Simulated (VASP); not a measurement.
Input:

```
CELL_PARAMETERS angstrom
      2.08978    -3.61961     0.00000
      2.08978     3.61961     0.00000
      0.00000     0.00000     7.15454
ATOMIC_POSITIONS crystal
  Mg 0.00000 0.00000 0.00000
  I  0.33333 0.66667 0.23284
  I  0.66667 0.33333 0.76716
```

Calculation: r2SCAN meta-GGA, VASP's PBE PAW potentials (set 64) (plane waves; VASP 6.6.1). Settings: 480 eV cut-off, 6×6×4 Γ-centred mesh, Gaussian smearing of 0.050 eV, potentials Mg I.

Energy and stress use the plane-wave basis of the starting cell.

Question: The ions, cell shape and volume at an external pressure of 10.0 GPa are relaxed. Predict the relaxed structure.

Answer: 
```
CELL_PARAMETERS angstrom
      1.94093    -3.36179     0.00000
      1.94093     3.36179     0.00000
      0.00000     0.00000     6.20987
ATOMIC_POSITIONS crystal
  Mg 0.00000 0.00000 0.00000
  I  0.33333 0.66667 0.26619
  I  0.66667 0.33333 0.73381
```
Space group P-3m1 (164), at a tolerance of 0.03 Å.

Question: How do energy and volume change from the first to the last step?

Answer: The energy (σ→0) changes by +195.2 meV/atom and the volume by -25.1 %, in 12 ionic steps.

The compound is MgI2 in the 1T layered structure. This run relaxes it under an external pressure of 10 GPa. Symmetry was kept, so distortions that lower it aren't found.
